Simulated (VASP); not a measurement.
These are PBE GGA, VASP's PBE PAW potentials (set 64) (plane waves; VASP 6.6.1) values and carry that method's errors.

Input for VASP

**POSCAR**
```
Er
1
    1.7800000000    -3.0830500000     0.0000000000
    1.7800000000     3.0830500000     0.0000000000
    0.0000000000     0.0000000000     5.5900000000
Er
2
Direct
  0.3333330000   0.6666670000   0.2500000000
  0.6666670000   0.3333330000   0.7500000000
```

INCAR:
```
# general
SYSTEM =Er
PREC   =Accurate
ENCUT  =400
LREAL  =.FALSE.
LASPH  =.TRUE.

# electronic loop
EDIFF  =1E-6
NELM   =100
ALGO   =Normal
IMIX   =4
AMIX   =1.0
BMIX   =3.0
LMAXMIX=6

# smearing
ISMEAR =1
SIGMA  =0.1

# functional
GGA    =PE

# ions
ISIF   =2

# output
LWAVE  =.FALSE.
LCHARG =.FALSE.
```

**KPOINTS**
```
Regular mesh
0
gamma
  11 11 6
0 0 0
```

POTCAR, in this order: Er_3 (PBE.64 set). Program: vasp_std.

The run wrote:

File OSZICAR:
```
       N       E                     dE             d eps       ncg     rms          rms(c)
DAV:   1     0.379632482827E+02    0.37963E+02   -0.79164E+03  2940   0.117E+03
DAV:   2    -0.680536149997E+01   -0.44769E+02   -0.43667E+02  2791   0.468E+02
DAV:   3    -0.890011034515E+01   -0.20947E+01   -0.19541E+01  2964   0.515E+01
DAV:   4    -0.898838685476E+01   -0.88277E-01   -0.87694E-01  2951   0.101E+01
DAV:   5    -0.899438403804E+01   -0.59972E-02   -0.48958E-02  2844   0.204E+00    0.245E+01
DAV:   6    -0.899111886970E+01    0.32652E-02   -0.32030E-02  2783   0.347E+00    0.121E+01
DAV:   7    -0.899746659640E+01   -0.63477E-02   -0.39267E-02  2729   0.374E+00    0.295E-01
DAV:   8    -0.899793402260E+01   -0.46743E-03   -0.20575E-03  2712   0.769E-01    0.973E-02
DAV:   9    -0.899795398571E+01   -0.19963E-04   -0.66843E-05  2884   0.124E-01    0.791E-03
DAV:  10    -0.899795155782E+01    0.24279E-05   -0.20569E-06  1995   0.342E-02    0.171E-03
DAV:  11    -0.899795097880E+01    0.57902E-06   -0.88116E-07  1684   0.211E-02
   1 F= -.89979510E+01 E0= -.89988871E+01  d E =0.280832E-02
```

File OUTCAR:
```
------------------------ aborting loop because EDIFF is reached ----------------------------------------
  FORCE on cell =-STRESS in cart. coord.  units (eV):
  Direction    XX          YY          ZZ          XY          YZ          ZX
  --------------------------------------------------------------------------------------
  Total        0.2013324      0.2013323     -0.1822014     -0.0000000     -0.0000000     -0.0000000
  in kB        5.2575316      5.2575301     -4.7579509     -0.0000000     -0.0000000     -0.0000000
  external PRESSURE =       1.9190370 kB  Pullay stress =       0.0000000 kB
  volume of cell :       61.35
      direct lattice vectors                 reciprocal lattice vectors
     1.780000000 -3.083050000  0.000000000     0.280898876 -0.162177065  0.000000000
     1.780000000  3.083050000  0.000000000     0.280898876  0.162177065  0.000000000
     0.000000000  0.000000000  5.590000000     0.000000000  0.000000000  0.178890877
 POSITION                                       TOTAL-FORCE (eV/Angst)
 -----------------------------------------------------------------------------------
      1.78000      1.02769      1.39750         0.000000     -0.000000      0.000000
      1.78000     -1.02769      4.19250        -0.000000      0.000000      0.000000
 -----------------------------------------------------------------------------------
    total drift:                               -0.000002      0.000087     -0.000012
  FREE ENERGIE OF THE ION-ELECTRON SYSTEM (eV)
  ---------------------------------------------------
  free  energy   TOTEN  =        -8.9979509788 eV

  energy  without entropy=       -9.0007592962  energy(sigma->0) =       -8.99888708
```
(Selected blocks of OUTCAR.)

The 4f electrons are frozen in the core of the lanthanide potential, so 4f levels, which can set the real gap, and their magnetism are missing.

The compound is Er in the hcp structure. The cell was not relaxed at this level. The run is one of a series of settings (AMIX = 1.0, BMIX = 3.0, IMIX = 4 against the base run), some of them coarse on purpose.
